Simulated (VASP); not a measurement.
**GdScO3 (relaxed from the LiNbO3 structure, space group R3c): computed properties**

These are PBEsol GGA, VASP's PBE PAW potentials (set 64) (plane waves; VASP) values and carry that method's errors.

```json
{
  "space_group": "R3c (161)",
  "cell": "a = 5.5834 Å, b = 5.5834 Å, c = 14.1954 Å, α = 90.00°, β = 90.00°, γ = 120.00°",
  "volume_per_atom": "12.77 Å^3/atom",
  "band gap (over mesh and band path)": "4.42 eV",
  "smallest direct gap (over mesh and band path)": "4.42 eV",
  "band_edge_character": "direct, Γ to Γ",
  "density": "6.50 g/cm³",
  "mean ε∞ (independent particles)": "4.85"
}
```

```
CELL_PARAMETERS angstrom
      2.79168     1.61177     4.73180
     -2.79168     1.61177     4.73180
      0.00000    -3.22355     4.73180
ATOMIC_POSITIONS crystal
  Gd 0.29205 0.29205 0.29205
  Gd 0.79205 0.79205 0.79205
  Sc 0.01450 0.01450 0.01450
  Sc 0.51450 0.51450 0.51450
  O  0.72578 0.14671 0.37125
  O  0.37125 0.72578 0.14671
  O  0.14671 0.37125 0.72578
  O  0.87125 0.64671 0.22578
  O  0.22578 0.87125 0.64671
  O  0.64671 0.22578 0.87125
```

The 4f electrons are frozen in the core of the lanthanide potential, so 4f levels, which can set the real gap, and their magnetism are missing.

The structure was generated: GdScO3 was put into the LiNbO3 type (R3c), which need not be its known phase. It was relaxed first. Symmetry was kept, so distortions that lower it aren't found.
